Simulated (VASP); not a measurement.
# YMg6Si (Amm2) in VASP: settings compared

The runs below take YMg6Si through single point, with RPBE, AM05+D4.

Program: VASP 6.6.1. These are calculated values, not measurements. Logs are shortened: lines on timing, memory, paths and dates and some standing lists are left out, and cuts for length are marked.

**1. Starting point**

Symmetry: Amm2, No. 38, orthorhombic system. The conventional cell has a = 5.083 Å, b = 6.063 Å, c = 11.682 Å, α = 90.00°, β = 90.00°, γ = 90.00°. Y (site symmetry mm2) is surrounded by 2 Si at 3.04 Å and 10 Mg at 3.16 to 3.32 Å. Around Si (site symmetry mm2) lie 2 Y at 3.04 Å and 10 Mg at 3.11 to 3.44 Å. Mg (site symmetry mm2) has 10 Mg at 3.04 to 3.37 Å and 2 Si at 3.15 Å as nearest neighbours. Around Mg (site symmetry mm2) lie 10 Mg at 3.04 to 3.42 Å and 2 Y at 3.16 Å. Around Mg (site symmetry m) lie 8 Mg at 2.99 to 3.42 Å and 2 Si at 3.11 Å and 2 Y at 3.19 Å. Mg (site symmetry m) has 8 Mg at 3.03 to 3.20 Å and 2 Si at 3.15 to 3.44 Å and 2 Y at 3.26 to 3.32 Å as nearest neighbours.

The cell comes from a database or a generator and needn't be the stable form of this composition.

**2. Single point, RPBE**

The input, INCAR:

```
ALGO     = Normal         # electronic algorithm
EDIFF    = 1E-6           # SCF threshold, eV
ENCUT    = 550            # plane-wave cutoff, eV
GGA      = RP             # functional
ISIF     = 2              # what is computed and relaxed
ISMEAR   = 0              # smearing method
LASPH    = T              # aspherical terms in the spheres
LCHARG   = F              # write CHGCAR
LREAL    = F              # projectors in reciprocal space
LWAVE    = F              # write WAVECAR
NELM     = 100            # most SCF steps
PREC     = Accurate       # precision mode
SIGMA    = 0.1            # smearing width, eV
```

The input, KPOINTS:

```
k-points
0
Gamma
  5 5 5
```

The input, POSCAR:

```
YMg6Si
1.0
    5.0829700000      0.0000000000      0.0000000000
    0.0000000000      3.0313705000      5.8408860000
    0.0000000000     -3.0313705000      5.8408860000
Y Si Mg
1 1 6
Direct
    0.5000000000      0.1773320000      0.1773320000
    0.5000000000      0.6606560000      0.6606560000
    0.0000000000      0.8200270000      0.8200270000
    0.0000000000      0.3387210000      0.3387210000
    0.0000000000      0.3301270000      0.8239930000
    0.0000000000      0.8239930000      0.3301270000
    0.5000000000      0.1748240000      0.6743160000
    0.5000000000      0.6743160000      0.1748240000
```

Potentials or basis: VASP PAW PBE potentials, release 64 (Y_sv_GW, Si_GW, Mg_GW).

Started as:

```bash
$ cat potpaw_PBE.64/Y_sv_GW/POTCAR potpaw_PBE.64/Si_GW/POTCAR potpaw_PBE.64/Mg_GW/POTCAR > POTCAR
$ mpirun -np 1 vasp_std > vasp.out
```

OUTCAR:

```text
EDIFF = 1E-6
   ENCUT = 550
   GGA = RP
   ISIF = 2
   ISMEAR = 0
   LASPH = T
   LREAL = F
   NELM = 100
   PREC = Accurate

 ion  position               nearest neighbor table
   1  0.500  0.177  0.177-
   2  0.500  0.661  0.661-
   3  0.000  0.820  0.820-
   4  0.000  0.339  0.339-
   5  0.000  0.330  0.824-
   6  0.000  0.824  0.330-
   7  0.500  0.175  0.674-
   8  0.500  0.674  0.175-

  LATTYP: Found a base centered orthorhombic cell.
 ALAT       =     6.0627410000
 B/A-ratio  =     1.9268136310
 C/A-ratio  =     0.8383947129

  Lattice vectors:

 A1 = (   0.0000000000,   3.0313705000,  -5.8408860000)
 A2 = (   0.0000000000,   3.0313705000,   5.8408860000)
 A3 = (   5.0829700000,   0.0000000000,   0.0000000000)

Analysis of symmetry for initial positions (statically):
=====================================================================
 Subroutine PRICEL returns:
 Original cell was already a primitive cell.

 Routine SETGRP: Setting up the symmetry group for a
 base centered orthorhombic supercell.

 Subroutine GETGRP returns: Found  4 space group operations
 (whereof  4 operations were pure point group operations)
 out of a pool of  8 trial point group operations.

The static configuration has the point symmetry C_2v.

Analysis of symmetry for dynamics (positions and initial velocities):
=====================================================================
 Subroutine PRICEL returns:
 Original cell was already a primitive cell.

 Routine SETGRP: Setting up the symmetry group for a
 base centered orthorhombic supercell.

 Subroutine GETGRP returns: Found  4 space group operations
 (whereof  4 operations were pure point group operations)
 out of a pool of  8 trial point group operations.

The dynamic configuration has the point symmetry C_2v.

 Subroutine INISYM returns: Found  4 space group operations
 (whereof  4 operations are pure point group operations),
 and found     1 'primitive' translations

----------------------------------------------------------------------------------------

                                     Primitive cell

  volume of cell :     179.9970

  direct lattice vectors                    reciprocal lattice vectors
[... 104 lines left out ...]
   NFREE  =      0    steps in history (QN), initial steepest desc. (CG)
   ISIF   =      2    stress and relaxation
   ISYM   =      2    0-nonsym 1-usesym 2-fastsym
   POTIM  = 0.5000    time-step for ionic-motion
   TEBEG  =    0.0;   TEEND  =   0.0 temperature during run
   PSTRESS=    0.0 pullay stress
   NELECT =      27.0000    total number of electrons
   NUPDOWN=      -1.0000    fix difference up-down
   EMIN   =  10.00;   EMAX   =-10.00  energy-range for DOS
   EFERMI =   0.00;   METHOD = LEGACY
   ISMEAR =     0;   SIGMA  =   0.10  broadening in eV -4-tet -1-fermi 0-gaus
   EFERMI_NEDOS =   21; number of points for ismear=-14 and -15
   IALGO  =     38    algorithm
   IMIX   =      4    mixing-type and parameters
     AMIX     =   0.40;   BMIX     =  1.00
     AMIX_MAG =   1.60;   BMIX_MAG =  1.00
  volume/ion in A,a.u.               =      22.50       151.83
  Fermi-wavevector in a.u.,A,eV,Ry     =   0.869843  1.643765 10.294539  0.756627
  Thomas-Fermi vector in A             =   1.988723
   LORBIT       =      0    0 simple, 1 ext, 2 COOP (PROOUT), +10 PAW based schemes
   GGA     = RP    functional components
   LHFCALC =     F    Hartree Fock is set to
   AEXX    =    0.0000 exact exchange contribution
   IVDW    =     0    specifies the selected vdW correction
   LEPSILON=     F    determine dielectric tensor
   LRPA    =     F    only Hartree local field effects (RPA)
 non-spin polarized calculation
 Gauss-broadening in eV      SIGMA  =   0.10
  energy-cutoff  :      550.00
  volume of cell :      180.00
 maximum number of plane-waves:      5290
 NGX is ok and might be reduce to    40
   NGX = 19   NGY = 25   NGZ = 25

 number of electron      27.0000002 magnetization

 Free energy of the ion-electron system (eV)
  ---------------------------------------------------
  ext. energy  EPLUGINS =         0.00000000
  ---------------------------------------------------
  free energy    TOTEN  =       -21.63070151 eV

  energy without entropy =      -21.61164602  energy(sigma->0) =      -21.62117376

 E-fermi :   3.9863     XC(G=0):  -8.8804

 val. band max:        3.9671749782   @ k =   0.2000   0.0000   0.0000
 cond. band min:       3.9879401241   @ k =   0.4000   0.2000   0.0000
 fundamental gap:      0.0207651458
 Fermi energy:         3.9863470884

 k-point     1 :       0.0000    0.0000    0.0000
  band No.  band energies     occupation
      1     -38.6630      2.00000
      2     -18.7743      2.00000
      3     -18.6956      2.00000
      4     -18.6757      2.00000
      5      -4.2535      2.00000
      6      -0.9605      2.00000
[... 481 lines left out ...]
      5      -3.5475      2.00000
      6      -1.1060      2.00000
[... 10 lines left out ...]
     17       5.2902      0.00000
     18       6.0142      0.00000

 [... further k-points ...]

------------------------ aborting loop because EDIFF is reached ----------------------------------------

  FORCE on cell =-STRESS in cart. coord.  units (eV):
  Direction    XX          YY          ZZ          XY          YZ          ZX
  --------------------------------------------------------------------------------------
  -------------------------------------------------------------------------------------
  Total        0.7500034      2.1071799      1.0323544      0.0000000      0.0000000      0.0000000
  in kB        6.6758797     18.7562888      9.1891238      0.0000000      0.0000000      0.0000000
  external PRESSURE =      11.5404308 kB  Pullay stress =       0.0000000 kB

 VOLUME and BASIS-vectors are now :
 -----------------------------------------------------------------------------
  energy-cutoff  :      550.00
  volume of cell :      180.00
      direct lattice vectors                 reciprocal lattice vectors
     5.082970000  0.000000000  0.000000000     0.196735373  0.000000000  0.000000000
     0.000000000  3.031370500  5.840886000     0.000000000  0.164941897  0.085603451
     0.000000000 -3.031370500  5.840886000     0.000000000 -0.164941897  0.085603451

 POSITION                                       TOTAL-FORCE (eV/Angst)
 -----------------------------------------------------------------------------------
      2.54149      0.00000      2.07155         0.000000      0.000000      0.017513
      2.54149      0.00000      7.71763         0.000000      0.000000     -0.036899
      0.00000      0.00000      9.57937         0.000000      0.000000     -0.086915
      0.00000      0.00000      3.95686         0.000000      0.000000      0.034473
      0.00000     -1.49709      6.74108         0.000000     -0.007500     -0.025928
      0.00000      1.49709      6.74108         0.000000      0.007500     -0.025928
      2.54149     -1.51415      4.95973         0.000000     -0.010262      0.061842
      2.54149      1.51415      4.95973         0.000000      0.010262      0.061842
 -----------------------------------------------------------------------------------
    total drift:                                0.000000      0.000001     -0.011741

  FREE ENERGIE OF THE ION-ELECTRON SYSTEM (eV)
  ---------------------------------------------------
  free  energy   TOTEN  =       -21.6307015110 eV

  energy  without entropy=      -21.6116460175  energy(sigma->0) =      -21.62117376
```

stdout:

```text
POSCAR found type information on POSCAR Y SiMg
 POSCAR found :  3 types and       8 ions
 scaLAPACK will be used
 -----------------------------------------------------------------------------
|                                                                             |
|                                                                             |
|     You enforced a specific xc type in the INCAR file but a different       |
|     I HOPE YOU KNOW WHAT YOU ARE DOING!                                     |
|                                                                             |
 -----------------------------------------------------------------------------

 LDA part: xc-table for (Slater+PW92), standard interpolation
 POSCAR, INCAR and KPOINTS ok, starting setup
 FFT: planning ... GRIDC
 FFT: planning ... GRID_SOFT
 FFT: planning ... GRID
 WAVECAR not read
 entering main loop
```

Run time: 84 s. Hardware: 1 thread of Intel Xeon 6975P-C (Granite Rapids), shared host; peak memory 0.4 GiB.

What came out:

```yaml
Free_energy: -21.6307 eV
Pressure: 1.2 GPa
Largest_force: 0.087 eV/Å
Band_gap_on_the_k_mesh: none (metal or under the smearing width)
```

Forces on the atoms (eV/Å):
```
Y    0.000  0.000  0.018
Si   0.000  0.000 -0.037
Mg   0.000  0.000 -0.087
Mg   0.000  0.000  0.034
Mg   0.000 -0.007 -0.026
Mg   0.000  0.007 -0.026
Mg   0.000 -0.010  0.062
Mg   0.000  0.010  0.062
```

Caveat: the PAW data sets were made with another functional, which shifts forces and pressure a little.

**3. Single point, RPBE**

The input, run.py:

```python
from ase.calculators.vasp import Vasp
from ase.dft.bandgap import bandgap
from ase.io import read

atoms = read('YMg6Si.cif')
calc = Vasp(
    directory='calc',
    xc='rpbe',
    pp='PBE',
    setups={'base': 'minimal', 'Y': '_sv_GW', 'Si': '_GW', 'Mg': '_GW'},
    prec='Accurate',
    encut=550,
    ediff=1e-07,
    ismear=0,
    sigma=0.1,
    lreal=False,
    lasph=True,
    nelm=100,
    algo='Normal',
    isif=2,
    lwave=False,
    lcharg=False,
    kpts=[5, 5, 5],
    gamma=True,
)
atoms.calc = calc

print('energy (eV):', atoms.get_potential_energy())
print('free energy (eV):', atoms.get_potential_energy(force_consistent=True))
print('forces (eV/A):')
print(atoms.get_forces())
print('stress (eV/A^3, Voigt):', atoms.get_stress())
print('Fermi level (eV):', calc.get_fermi_level())
gap, top, bottom = bandgap(calc)
print('band gap (eV):', gap, 'from (spin, k, band)', top, 'to', bottom)
```

The input, YMg6Si.cif:

```cif
data_YMg6Si
_cell_length_a 5.08297000
_cell_length_b 6.58066534
_cell_length_c 6.58066534
_cell_angle_alpha 54.85786268
_cell_angle_beta 90.00000000
_cell_angle_gamma 90.00000000
_space_group_name_H-M_alt 'P1'
_space_group_name_Hall 'P 1'
_space_group_IT_number 1
loop_
_space_group_symop_operation_xyz
'x,y,z'
loop_
_atom_site_label
_atom_site_type_symbol
_atom_site_symmetry_multiplicity
_atom_site_Wyckoff_symbol
_atom_site_fract_x
_atom_site_fract_y
_atom_site_fract_z
_atom_site_occupancy
Y1 Y 1 a 0.5000000000 0.1773320000 0.1773320000 1
Si1 Si 1 a 0.5000000000 0.6606560000 0.6606560000 1
Mg1 Mg 1 a 0.0000000000 0.8200270000 0.8200270000 1
Mg2 Mg 1 a 0.0000000000 0.3387210000 0.3387210000 1
Mg3 Mg 1 a 0.0000000000 0.3301270000 0.8239930000 1
Mg4 Mg 1 a 0.0000000000 0.8239930000 0.3301270000 1
Mg5 Mg 1 a 0.5000000000 0.1748240000 0.6743160000 1
Mg6 Mg 1 a 0.5000000000 0.6743160000 0.1748240000 1
```

Potentials or basis: VASP PAW PBE potentials, release 64 (Y_sv_GW, Si_GW, Mg_GW).

Started as:

```bash
$ python run.py
```

What it wrote:

```text
energy (eV): -21.62117328
free energy (eV): -21.63070124
forces (eV/A):
[[ 0.          0.01561513  0.00810412]
 [ 0.         -0.03280483 -0.01702543]
 [ 0.         -0.07714469 -0.04003744]
 [ 0.          0.03062037  0.01589171]
 [ 0.         -0.02647184 -0.00532104]
 [ 0.         -0.01958852 -0.0185839 ]
 [ 0.          0.05016108  0.03759233]
 [ 0.          0.05961331  0.01937965]]
stress (eV/A^3, Voigt): [-0.00415799 -0.00699499 -0.01043289  0.002442   -0.         -0.        ]
Fermi level (eV): 3.98633743
band gap (eV): 0.0 from (spin, k, band) (None, None, None) to (None, None, None)
```

OUTCAR:

```text
ENCUT = 550.000000
   EDIFF = 1.00e-07
   GGA = RP
   PREC = Accurate
   ISIF = 2
   ISMEAR = 0
   NELM = 100
   LASPH = .TRUE.
   LREAL = .FALSE.

 ion  position               nearest neighbor table
   1  0.500  0.177  0.177-
   2  0.500  0.661  0.661-
[... 731 lines left out ...]
  energy-cutoff  :      550.00
  volume of cell :      180.00
      direct lattice vectors                 reciprocal lattice vectors
     5.082970000  0.000000000  0.000000000     0.196735373  0.000000000  0.000000000
     0.000000000  6.580665340  0.000000000     0.000000000  0.151960318 -0.106966546
     0.000000000  3.787875668  5.381185208     0.000000000  0.000000000  0.185832667

 POSITION                                       TOTAL-FORCE (eV/Angst)
 -----------------------------------------------------------------------------------
      2.54149      1.83867      0.95426         0.000000      0.015615      0.008104
      2.54149      6.85004      3.55511         0.000000     -0.032805     -0.017025
      0.00000      8.50248      4.41272         0.000000     -0.077145     -0.040037
      0.00000      3.51204      1.82272         0.000000      0.030620      0.015892
      0.00000      5.29364      4.43406         0.000000     -0.026472     -0.005321
      0.00000      6.67290      1.77647         0.000000     -0.019589     -0.018584
      2.54149      3.70468      3.62862         0.000000      0.050161      0.037592
      2.54149      5.09966      0.94076         0.000000      0.059613      0.019380
 -----------------------------------------------------------------------------------
    total drift:                                0.000000     -0.010412     -0.005405

  FREE ENERGIE OF THE ION-ELECTRON SYSTEM (eV)
  ---------------------------------------------------
  free  energy   TOTEN  =       -21.6307012387 eV

  energy  without entropy=      -21.6116453291  energy(sigma->0) =      -21.62117328
```

INCAR:

```text
ENCUT = 550.000000
SIGMA = 0.100000
EDIFF = 1.00e-07
ALGO = Normal
GGA = RP
PREC = Accurate
ISIF = 2
ISMEAR = 0
NELM = 100
LASPH = .TRUE.
LCHARG = .FALSE.
LWAVE = .FALSE.
LREAL = .FALSE.
```

It took 91 s on 1 thread of Intel Xeon 6975P-C (Granite Rapids), shared host; peak memory 0.4 GiB.

Results:

| Quantity | Value |
| --- | --- |
| Free energy | -21.6307 eV |
| Pressure | 1.2 GPa |
| Largest force | 0.087 eV/Å |
| Band gap on the k mesh | none (metal or under the smearing width) |

Forces in eV/Å, atoms in the order of the input:
```
Y    0.000  0.016  0.008
Si   0.000 -0.033 -0.017
Mg   0.000 -0.077 -0.040
Mg   0.000  0.031  0.016
Mg   0.000 -0.026 -0.005
Mg   0.000 -0.020 -0.019
Mg   0.000  0.050  0.038
Mg   0.000  0.060  0.019
```

Stress tensor (GPa, compression positive):
```
 0.67  0.00  0.00
 0.00  1.12 -0.39
 0.00 -0.39  1.67
```

Caveat: the PAW data sets were made with another functional, which shifts forces and pressure a little.

**4. Single point, AM05+D4**

The input, INCAR:

```
SYSTEM = YMg6Si
PREC = Accurate ; ENCUT = 520
EDIFF = 1E-4 ; ISMEAR = -5
SIGMA = 0.05 ; LREAL = .False.
LASPH = .False. ; NELM = 100
ALGO = Normal ; ISIF = 2
LWAVE = .False. ; LCHARG = .False.
GGA = AM ; IVDW = 13
NBANDS = 24
```

The input, KPOINTS:

```
regular mesh
0
Gamma
  2 2 2
  0 0 0
```

POSCAR, as its differences from that of step 2:

```diff
@@ -1,6 +1,6 @@
 YMg6Si
-1.0
-    5.0829700000      0.0000000000      0.0000000000
-    0.0000000000      3.0313705000      5.8408860000
-    0.0000000000     -3.0313705000      5.8408860000
+5.083
+    0.999994097974      0.000000000000      0.000000000000
+    0.000000000000      0.596374286838      1.149102105056
+    0.000000000000     -0.596374286838      1.149102105056
 Y Si Mg
```

Potentials or basis: VASP PAW PBE potentials, release 64 (Y_sv, Si, Mg).

Started as:

```bash
$ cat potpaw_PBE.64/Y_sv/POTCAR potpaw_PBE.64/Si/POTCAR potpaw_PBE.64/Mg/POTCAR > POTCAR
$ mpirun -np 1 vasp_std > vasp.out
```

Wall time 36 s (1 thread of Intel Xeon 6975P-C (Granite Rapids), shared host); peak memory 0.31 GiB.

The run converged, but some of its settings lie outside the range that counts as converged (typed here: EDIFF = 0.0001; LASPH = no; k = 2 × 2 × 2), so its numbers aren't taken as properties of the crystal.

Results:

```
Free energy                : -23.1012 eV
Pressure                   : 21.7 GPa
Largest force              : 1.448 eV/Å
Band gap on the k mesh     : none (metal or under the smearing width)
Dispersion energy per atom : -0.089 eV
```

Caveat: the k mesh is coarse (spacing up to 0.62 Å⁻¹), so the values aren't converged; the PAW data sets were made with another functional, which shifts forces and pressure a little; pairwise dispersion overbinds metals, which lowers pressure and volume; tetrahedron occupations give inexact forces and stress in metals.

**5. The reference run**

An earlier run on the cell as given: functional PBE; potentials or basis VASP PAW PBE potentials, release 64 (Y_sv, Si, Mg); cutoff 520 eV; k mesh 5 × 5 × 5; occupations fermi-dirac, width 0.05 eV; no spin polarisation.

* Pressure: -0.1 GPa
* Largest force: 0.090 eV/Å
* Band gap on the k mesh: none (metal or under the smearing width)
